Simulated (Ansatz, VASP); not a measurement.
# Si23BO48 (B_Si): VASP beside Ansatz, part 2 of 2

One calculation is typed for both programs; each brings its own data sets. How far apart do they land? Of the first pair: The structure shown is the start of the Ansatz relaxation below; VASP solves that cell, so the two are compared at the walk's first step.

VASP 6.6.1 and Ansatz 0.2.0.

So far. Step 3 (VASP: single point, HSE06, start cell, pair 1): The run ends at a pressure of 0.67 GPa, with forces up to 0.10 eV/Å.

## (6) VASP: single point, HSE06, relaxed atoms in a fixed cell, pair 2

Level of this step: HSE06; plane waves and PAW (Si, O, B) (VASP).

The same cell, functional and mesh now go to VASP, with its own data sets.

The run reads the wave functions of an earlier VASP run, which isn't shown here.

The input, INCAR:

```
SYSTEM = Si23BO48
PREC = Accurate
ENCUT = 520
EDIFF = 1E-06
NELM = 100
ISMEAR = 0
SIGMA = 0.01
LREAL = Auto
ALGO = Normal
LHFCALC = .TRUE.
AEXX = 0.25
GGA = PE
HFSCREEN = 0.208
LASPH = .TRUE.
NELECT = 384
NBANDS = 242
PRECFOCK = Fast
LORBIT = 11
LWAVE = .FALSE.
LCHARG = .FALSE.
ISIF = 2
```

The input, POSCAR:

```
Si23BO48
1.0
    9.8422041312     -0.0000000051      0.0000000000
   -4.9211020600      8.5235988101      0.0000000000
    0.0000000000      0.0000000000     10.8330695200
Si O B
23 48 1
Direct
    0.2603038495      0.2606395718      0.9993111838
    0.0107299416      0.2344144416      0.3411556042
    0.2372912089      0.9978553742      0.1671682403
    0.9975375650      0.2376261809      0.8314152025
    0.2340584476      0.0110687106      0.6574289444
    0.2648362074      0.7623340644      0.9982959990
    0.9994347646      0.7328587216      0.3328390748
    0.2345647214      0.4986787398      0.1671847075
    0.2635519736      0.7618952007      0.4997749756
    0.0046915155      0.7453678926      0.8299178463
    0.2385994374      0.4881397433      0.6567755812
    0.7619888816      0.2651471589      0.0002766152
    0.4878085301      0.2388908233      0.3418156735
    0.7450478734      0.0050112789      0.1686551275
    0.7615484926      0.2638614092      0.4988275746
    0.4983356488      0.2349302153      0.8314154375
    0.7325409031      0.9997717615      0.6657560000
    0.7646554929      0.7649659392      0.9993051299
    0.5030756288      0.7402949523      0.3324852827
    0.7276356835      0.4982076739      0.1697145634
    0.7664579081      0.7667994690      0.4992900352
    0.4978995315      0.7279635284      0.8288985703
    0.7399563956      0.5034141581      0.6661049851
    0.1413916113      0.2078725084      0.4017478405
    0.2908650853      0.4216286779      0.0617620522
    0.0780433001      0.3682260316      0.2334971768
    0.2040252876      0.1257267095      0.1027466714
    0.3667341667      0.0757204627      0.2735022727
    0.4095747296      0.2878836752      0.4467976614
    0.1253998813      0.2043698328      0.8958685004
    0.2876133708      0.4099096029      0.5518020299
    0.0754227960      0.3670628951      0.7250782717
    0.2074621415      0.1416758486      0.5967946318
    0.3678660889      0.0784359894      0.7650882946
    0.4212988850      0.2912178678      0.9368596207
    0.1303331227      0.7013234546      0.3932645419
    0.2995937414      0.9238623557      0.0631294515
    0.0747204775      0.8618328869      0.2244815239
    0.2000870118      0.6258201320      0.1015480994
    0.3726844606      0.5826004899      0.2671730401
    0.4269912916      0.7977188636      0.4371562553
    0.1374336414      0.7162929370      0.8900295824
    0.2862040650      0.9209810639      0.5593576343
    0.0744832531      0.8795382361      0.7258805516
    0.2125452696      0.6273942101      0.6024848643
    0.3706596199      0.5664146555      0.7658239334
    0.4231458345      0.7832623379      0.9371751631
    0.6270583790      0.2128264063      0.3961015838
    0.7829215619      0.4234364524      0.0614432770
    0.5660784314      0.3709694186      0.2327782775
    0.7159371430      0.1377148962      0.1085186070
    0.8792112591      0.0748393664      0.2726973327
    0.9206444974      0.2865134565      0.4392647326
    0.6254765451      0.2004305744      0.8970230447
    0.7973287506      0.4273029936      0.5614172223
    0.5822589498      0.3730751988      0.7314460687
    0.7009828663      0.1306661194      0.6053541544
    0.8615421799      0.0750449351      0.7740940974
    0.9235193868      0.2999229002      0.9354383832
    0.6343164014      0.7094189131      0.3933129060
    0.7944367190      0.9273090112      0.0587865072
    0.5819366513      0.8752294248      0.2289089478
    0.7052223020      0.6345299756      0.1071185578
    0.8632165713      0.5719757057      0.2736813117
    0.9272274771      0.7940038146      0.4383732050
    0.6342037240      0.7055274379      0.8915064770
    0.7936569172      0.9275723657      0.5601925773
    0.5716813823      0.8635441682      0.7249324771
    0.7091127465      0.6346781823      0.6052797772
    0.8749151394      0.5822516638      0.7696653473
    0.9269833911      0.7947217428      0.9398083687
    0.2611210044      0.2614496555      0.4992859365
```

The input, KPOINTS:

```
Automatic mesh
0
Gamma
1 1 1
0 0 0
```

The projector-augmented-wave data sets are Si, O and B (PBE family, release 64).

Launch:

```bash
> export OMP_NUM_THREADS=3
> mpirun -np 1 vasp_gam
```

The log of the run:

```text
[... set-up lines as in an earlier step ...]
 entering main loop
       N       E                     dE             d eps       ncg     rms          rms(c)
DAV:   1    -0.695146006795E+03   -0.69515E+03   -0.11390E+01   544   0.870E+00    0.155E+01
DAV:   2    -0.695234853307E+03   -0.88847E-01   -0.44330E-01   568   0.140E+00    0.113E+01
DAV:   3    -0.695199014081E+03    0.35839E-01   -0.37960E-02   560   0.398E-01    0.680E+00
DAV:   4    -0.695191062681E+03    0.79514E-02   -0.13161E-02   568   0.213E-01    0.389E+00
[...]
DAV:   9    -0.695187622547E+03    0.18556E-04   -0.15472E-05   576   0.123E-02    0.229E-01
DAV:  10    -0.695187618797E+03    0.37501E-05   -0.53804E-06   560   0.779E-03    0.130E-01
DAV:  11    -0.695187618677E+03    0.12081E-06   -0.18136E-06   376   0.528E-03
   1 F= -.69518762E+03 E0= -.69518762E+03  d E =-.140788E-20
```

OUTCAR, selected parts (step 6):

```text
  Total        9.6079468     11.2687016     10.6978637      1.4425718     -0.0943990      0.1587948
  in kB       16.9384736     19.8663262     18.8599590      2.5432035     -0.1664221      0.2799497
  external PRESSURE =      18.5549196 kB  Pullay stress =       0.0000000 kB

 POSITION                                       TOTAL-FORCE (eV/Angst)
 -----------------------------------------------------------------------------------
      1.27933      2.22159     10.82561         0.005307      0.010664      0.000914
     -1.04797      1.99805      3.69576        -0.024310     -0.008981     -0.023254
     -2.57508      8.50532      1.81095        -0.016006      0.002893     -0.013637
      8.64859      2.02543      9.00678         0.009661     -0.011755      0.015267
      2.24918      0.09435      7.12197         0.004603     -0.025120      0.019448
     -1.14495      6.49783     10.81461         0.012254      0.015800     -0.012896
      6.23017      6.24659      3.60567         0.001361     -0.019557     -0.011199
     -0.14542      4.25054      1.81112         0.003826      0.008232     -0.004048
     -1.15543      6.49409      5.41410         0.008749      0.023011      0.009037
     -3.62186      6.35322      8.99056         0.013423     -0.022856      0.019134
     -0.05384      4.16071      7.11490        -0.029564      0.007006      0.026802
      6.19483      2.26001      0.00300         0.007534      0.018297      0.016185
      3.62551      2.03621      3.70291         0.021226     -0.024937     -0.026594
      7.30825      0.04271      1.82705        -0.027489      0.001369     -0.017511
[...]
-----------------------------------------------------------------------------------
    total drift:                               -0.006988     -0.017149     -0.043381

  FREE ENERGIE OF THE ION-ELECTRON SYSTEM (eV)
  ---------------------------------------------------
  free  energy   TOTEN  =      -695.1876186766 eV

  energy  without entropy=     -695.1876186766  energy(sigma->0) =     -695.18761868

[... 1 part as in an earlier step ...]

[... 2 further parts left out ...]
[key lines of the parts left out:]
E-fermi :   0.6012
```

The run ends at a pressure of 1.86 GPa, with forces up to 0.042 eV/Å.

## (7) Side by side

Compared:

| quantity | Ansatz | VASP | difference |
| --- | --- | --- | --- |
| gap on the k mesh (eV) | 6.852 | 6.856 | -0.004 |

The largest component of a force difference here is 32 meV/Å. A gap on the mesh is an upper bound, since the band edges may lie between its points. The cell carries a charge of -1 e against a uniform background, so its pressure also hangs on how the neutralising background is counted, and in a defect's cell a gap may be the spacing between its levels.

## (8) What came out

| Item | Value |
| --- | --- |
| r.m.s. force difference (single point, HSE06, start cell, pair 1) | 15 meV/Å |
| r.m.s. force difference (single point, HSE06, relaxed atoms in a fixed cell, pair 2) | 15 meV/Å |

The r.m.s. force difference is 15 meV/Å (single point, HSE06, relaxed atoms in a fixed cell, pair 2), beyond the 12 meV/Å picked in this series as the mark of a large difference. What causes the difference of the single point, HSE06, start cell, pair 1 pair stays open here. What causes the difference of the single point, HSE06, relaxed atoms in a fixed cell, pair 2 pair stays open here. How closely two codes agree says nothing of how well the functional describes the real material.

[Lines on the potential files, build, host, timing and source positions are cut from VASP's logs without a mark.]

[Logs are printed without paths, hosts, clocks, repeated set-up lines and the standing remarks that a program may print on its own settings, such as how far it seeks lower states.]

[Hosts, paths, dates, database ids (printed as entryN), source tags and the programs' standing remarks are cut or masked in the printed files.]
